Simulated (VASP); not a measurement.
Input and output of a VASP PBEsol single-point calculation on Sr₂C (distorted antifluorite)

INCAR

```
ISMEAR = -1
GGA = PS
NSW = 0
NBANDS = 19
EDIFF = 1E-7
LWAVE = .FALSE.
LCHARG = .FALSE.
ISIF = 2
NELM = 120
SIGMA = 0.02
IBRION = -1
LREAL = .FALSE.
ENCUT = 520
PREC = Accurate
LASPH = .TRUE.
```

KPOINTS

```
KPOINTS created by Atomic Simulation Environment
0
Gamma
6 6 6
0 0 0
```

POSCAR

```
C  Sr
 1.0000000000000000
    -0.0788000000000000    3.2220000000000000    3.2033999999999998
     3.1739999999999999   -0.0925000000000000    3.2170000000000001
     3.3180000000000001    3.3795999999999999   -0.2364000000000000
 C   Sr
   1   2
Cartesian
  3.4509617200000000  6.3844378599999994  2.9871927999999994
  1.5521897200000001  1.5702832899999999  1.5388679799999998
  4.9309308000000005  5.2718764100000000  4.5218919599999996
```

VASP ran with the recommended PBE PAW datasets (24 valence electrons in the cell).

Command

```
mpirun -np 1 vasp_std
```

OSZICAR

```
N       E                     dE             d eps       ncg     rms          rms(c)
DAV:   1     0.116259343933E+03    0.11626E+03   -0.11681E+04  4256   0.113E+03
DAV:   2    -0.534952652304E+01   -0.12161E+03   -0.11870E+03  5218   0.249E+02
DAV:   3    -0.145756167827E+02   -0.92261E+01   -0.91858E+01  7329   0.534E+01
DAV:   4    -0.147705469469E+02   -0.19493E+00   -0.19479E+00  6003   0.733E+00
DAV:   5    -0.147740045887E+02   -0.34576E-02   -0.34573E-02  6392   0.832E-01    0.284E+01
DAV:   6    -0.115415343855E+02    0.32325E+01   -0.39931E+01  4965   0.167E+01    0.246E+01
DAV:   7    -0.110263683380E+02    0.51517E+00   -0.44504E+00  4874   0.604E+00    0.152E+01
DAV:   8    -0.109422711605E+02    0.84097E-01   -0.62757E-01  4960   0.385E+00    0.221E+00
DAV:   9    -0.109376044928E+02    0.46667E-02   -0.36853E-02  6147   0.895E-01    0.505E-01
DAV:  10    -0.109373970101E+02    0.20748E-03   -0.31213E-03  5696   0.362E-01    0.151E-01
DAV:  11    -0.109374203029E+02   -0.23293E-04   -0.54826E-04  4951   0.111E-01    0.563E-02
DAV:  12    -0.109374271984E+02   -0.68954E-05   -0.55796E-05  6671   0.467E-02    0.107E-02
DAV:  13    -0.109374274029E+02   -0.20459E-06   -0.37680E-06  5557   0.102E-02    0.475E-03
DAV:  14    -0.109374273048E+02    0.98134E-07   -0.61755E-07  5573   0.491E-03
   1 F= -.10937427E+02 E0= -.10937092E+02  d E =-.671265E-03
```

From OUTCAR

```
k-points           NKPTS =    112   k-points in BZ     NKDIM =    112   number of bands    NBANDS=     19

   NELECT =      24.0000    total number of electrons

   dimension x,y,z NGX =    36 NGY =   36 NGZ =   36
   dimension x,y,z NGXF=    72 NGYF=   72 NGZF=   72

  energy-cutoff  :      520.00
  volume of cell :       73.01
      direct lattice vectors                 reciprocal lattice vectors
    -0.078800000  3.222000000  3.203400000    -0.148614400  0.156476817  0.151127203
     3.174000000 -0.092500000  3.217000000     0.158716953 -0.145326439  0.150074509
     3.318000000  3.379600000 -0.236400000     0.146028203  0.142735531 -0.139972173

 k-points in reciprocal lattice and weights: KPOINTS created by Atomic Simulation Env
   0.00000000  0.00000000  0.00000000       0.005
   0.16666667 -0.00000000  0.00000000       0.009
   0.33333333  0.00000000  0.00000000       0.009
   0.50000000 -0.00000000 -0.00000000       0.005
   0.00000000  0.16666667 -0.00000000       0.009
   0.16666667  0.16666667  0.00000000       0.009
   0.33333333  0.16666667  0.00000000       0.009
   0.50000000  0.16666667  0.00000000       0.009
   ...

 E-fermi :   2.9908

 k-point     1 :       0.0000    0.0000    0.0000
  band No.  band energies     occupation
      1     -32.2340      2.00000
      2     -31.7349      2.00000
      3     -14.8170      2.00000
      4     -14.5188      2.00000
      5     -14.3485      2.00000
      6     -13.8200      2.00000
      7     -13.7175      2.00000
      8     -13.5404      2.00000
      9      -5.4045      2.00000
     10       1.2245      2.00000
     11       1.5115      2.00000
     12       1.6282      2.00000
     13       2.9677      1.52206
     14       4.3720      0.00000
     15       4.4994      0.00000
     16       7.6198      0.00000
     17       8.1965      0.00000
     18       8.8860      0.00000
     19      10.2090      0.00000

 k-point     2 :       0.1667   -0.0000    0.0000
  band No.  band energies     occupation
      1     -32.2096      2.00000
      2     -31.7587      2.00000
      3     -14.8356      2.00000
      4     -14.5074      2.00000
      5     -14.3615      2.00000
      6     -13.8631      2.00000
      7     -13.7256      2.00000
      8     -13.5571      2.00000
      9      -5.2536      2.00000
     10       1.0266      2.00000
     11       1.5771      2.00000
     12       1.8295      2.00000
     13       3.7866      0.00000
     14       4.5404      0.00000
     15       4.9281      0.00000
     16       6.9381      0.00000
     17       7.8805      0.00000
     18       8.5775      0.00000
     19       9.7503      0.00000

 k-point     3 :       0.3333    0.0000    0.0000
  band No.  band energies     occupation
      1     -32.1505      2.00000
      2     -31.8164      2.00000
      3     -14.8729      2.00000
      4     -14.4854      2.00000
      5     -14.3818      2.00000
      6     -13.9696      2.00000
      7     -13.7410      2.00000
      8     -13.5695      2.00000
      9      -4.9767      2.00000
     10       1.1510      2.00000
     11       1.8358      2.00000
     12       2.3099      2.00000
     13       4.6076      0.00000
     14       5.1859      0.00000
     15       5.5593      0.00000
     16       6.3050      0.00000
     17       7.2326      0.00000
     18       7.7954      0.00000
     19       8.8459      0.00000

 k-point     4 :       0.5000   -0.0000   -0.0000
  band No.  band energies     occupation
      1     -32.1113      2.00000
      2     -31.8549      2.00000
      3     -14.8917      2.00000
      4     -14.4760      2.00000
      5     -14.3877      2.00000
      6     -14.0276      2.00000
      7     -13.7485      2.00000
      8     -13.5711      2.00000
      9      -4.8513      2.00000
     10       1.4437      2.00000
     11       1.9950      2.00000
     12       2.5944      2.00000
     13       4.5603      0.00000
     14       5.5579      0.00000
     15       5.8760      0.00000
     16       6.1624      0.00000
     17       6.9339      0.00000
     18       7.1921      0.00000
     19       8.7402      0.00000

 k-point     5 :       0.0000    0.1667   -0.0000
  band No.  band energies     occupation
      1     -32.2123      2.00000
      2     -31.7556      2.00000
      3     -14.8156      2.00000
      4     -14.5167      2.00000
      5     -14.3537      2.00000
      6     -13.8688      2.00000
      7     -13.7580      2.00000
      8     -13.5532      2.00000
      9      -5.1885      2.00000
     10       1.0578      2.00000
     11       1.5906      2.00000
     12       1.7216      2.00000
     13       3.8181      0.00000
     14       4.6922      0.00000
     15       4.7725      0.00000
     16       7.1452      0.00000
     17       7.4244      0.00000
     18       8.4503      0.00000
     19       9.7892      0.00000

 k-point     6 :       0.1667    0.1667    0.0000
  band No.  band energies     occupation
      1     -32.2121      2.00000
      2     -31.7548      2.00000
      3     -14.8569      2.00000
      4     -14.5357      2.00000
      5     -14.2952      2.00000
      6     -13.9722      2.00000
      7     -13.7204      2.00000
      8     -13.5071      2.00000
      9      -5.1388      2.00000
     10       0.9733      2.00000
     11       1.5162      2.00000
     12       1.9200      2.00000
     13       4.0487      0.00000
     14       4.5605      0.00000
     15       4.8570      0.00000
     16       7.0805      0.00000
     17       7.7245      0.00000
     18       8.1494      0.00000
     19       9.4116      0.00000

 k-point     7 :       0.3333    0.1667    0.0000
  band No.  band energies     occupation
      1     -32.1722      2.00000
      2     -31.7929      2.00000
      3     -14.9047      2.00000
      4     -14.5463      2.00000
      5     -14.4355      2.00000
      6     -13.9182      2.00000
      7     -13.6996      2.00000
      8     -13.5047      2.00000
      9      -4.9181      2.00000
     10       0.9463      2.00000
     11       1.8067      2.00000
     12       2.3663      2.00000
     13       4.2928      0.00000
     14       5.0140      0.00000
     15       5.5798      0.00000
     16       6.4516      0.00000
     17       7.2947      0.00000
     18       8.3355      0.00000
     19       8.7141      0.00000

 k-point     8 :       0.5000    0.1667    0.0000
  band No.  band energies     occupation
      1     -32.1217      2.00000
      2     -31.8426      2.00000
      3     -14.9154      2.00000
      4     -14.5845      2.00000
      5     -14.5161      2.00000
      6     -13.8831      2.00000
      7     -13.6729      2.00000
      8     -13.5341      2.00000
      9      -4.7645      2.00000
     10       1.4194      2.00000
     11       1.9986      2.00000
     12       2.6423      2.00000
     13       3.8814      0.00000
     14       5.5917      0.00000
     15       5.9959      0.00000
     16       6.4207      0.00000
     17       7.3839      0.00000
     18       7.5498      0.00000
     19       8.2111      0.00000

 k-point     9 :      -0.3333    0.1667   -0.0000
  band No.  band energies     occupation
      1     -32.1218      2.00000
      2     -31.8436      2.00000
      3     -14.8716      2.00000
      4     -14.5996      2.00000
      5     -14.5004      2.00000
      6     -13.8947      2.00000
      7     -13.6446      2.00000
      8     -13.5741      2.00000
      9      -4.8108      2.00000
     10       1.3662      2.00000
     11       2.0006      2.00000
     12       2.5149      2.00000
     13       3.9353      0.00000
     14       5.5457      0.00000
     15       5.9078      0.00000
     16       6.7118      0.00000
     17       7.2516      0.00000
     18       7.5127      0.00000
     19       8.2604      0.00000

 k-point    10 :      -0.1667    0.1667   -0.0000
  band No.  band energies     occupation
      1     -32.1725      2.00000
      2     -31.7947      2.00000
      3     -14.8185      2.00000
      4     -14.5288      2.00000
      5     -14.4730      2.00000
      6     -13.8664      2.00000
      7     -13.6902      2.00000
      8     -13.5895      2.00000
      9      -5.0146      2.00000
     10       0.9936      2.00000
     11       1.7216      2.00000
     12       2.1934      2.00000
     13       4.2572      0.00000
     14       5.0013      0.00000
     15       5.3751      0.00000
     16       6.5899      0.00000
     17       7.1231      0.00000
     18       8.4669      0.00000
     19       9.0075      0.00000

 ...

  Total        2.2050258      2.0196831      1.8188353     -0.7007261     -0.1063296      1.2882899
  in kB       48.3886101     44.3213222     39.9137790    -15.3772173     -2.3333696     28.2711241
  external PRESSURE =      44.2079038 kB  Pullay stress =       0.0000000 kB

 POSITION                                       TOTAL-FORCE (eV/Angst)
 -----------------------------------------------------------------------------------
      3.45096      6.38444      2.98719        -0.889341      1.200493     -0.375057
      1.55219      1.57028      1.53887         0.731665      0.858834     -0.380907
      4.93093      5.27188      4.52189         0.157676     -2.059328      0.755965
 -----------------------------------------------------------------------------------
    total drift:                                0.000076      0.000106      0.000006

  FREE ENERGIE OF THE ION-ELECTRON SYSTEM (eV)
  ---------------------------------------------------
  free  energy   TOTEN  =       -10.9374273048 eV

  energy  without entropy=      -10.9367560401  energy(sigma->0) =      -10.93709167
```

| Item | Value |
| --- | --- |
| gap between bands v and c on the k mesh | -0.01 eV (bands overlap: a metal) |
| least direct gap on the k mesh | 0.14 eV |
| pressure | 4.4 GPa |
| largest force | 2.20 eV/Å |

Band v is the last that the valence electrons fill when counted band by band, and c is the next.

The run took about 2.6 min on one core of a shared host (Intel Xeon Platinum 8488C) and held 0.28 GiB at most.
